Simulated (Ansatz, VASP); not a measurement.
# Zn7Tc (Fm-3m, 8 atoms in the cell) computed with different codes at matched settings

Self-consistent single point.

```
CELL_PARAMETERS angstrom
      0.00000     3.82291     3.82291
      3.82291     0.00000     3.82291
      3.82291     3.82291     0.00000
ATOMIC_POSITIONS crystal
  Zn 0.50000 0.00000 0.00000
  Zn 0.50000 0.00000 0.50000
  Zn 0.00000 0.50000 0.50000
  Zn 0.00000 0.50000 0.00000
  Zn 0.50000 0.50000 0.00000
  Zn 0.00000 0.00000 0.50000
  Zn 0.50000 0.50000 0.50000
  Tc 0.00000 0.00000 0.00000
```

Shared settings, as Ansatz (a program for electronic structure) writes them: kpoints.mp_grid.grid = 6 6 6; magnetization.spin_orbit = true; scf.occupations.method = fermi_dirac; scf.occupations.width = 0.1 eV. Potentials and cutoffs stand in the table.

```tsv
code	model	pressure (GPa)	cutoff
VASP	PBEsol, spin-orbit coupling, VASP's PBE PAW potentials (set 64)	-1.84	300 eV
Ansatz	PBEsol with spin-orbit coupling, PAW files	-2.04	500 eV
```

The spread over the programs that give each value: pressure within 0.20 GPa.

Ansatz's pressure is given at a fixed set of plane waves, as the other plane-wave codes print theirs; with its correction for the finite basis it is -1.98 GPa.

VASP's run is marked for a possible Pulay error in its stress at this cutoff; no cutoff test was made.

The starting cell comes from a database of computed structures (which also holds hypothetical and non-ambient phases and stackings), without a prior relaxation at this level.

Left out of this page: SIESTA (not drawn, or without a comparable value).

Keys are those of Ansatz 0.2.
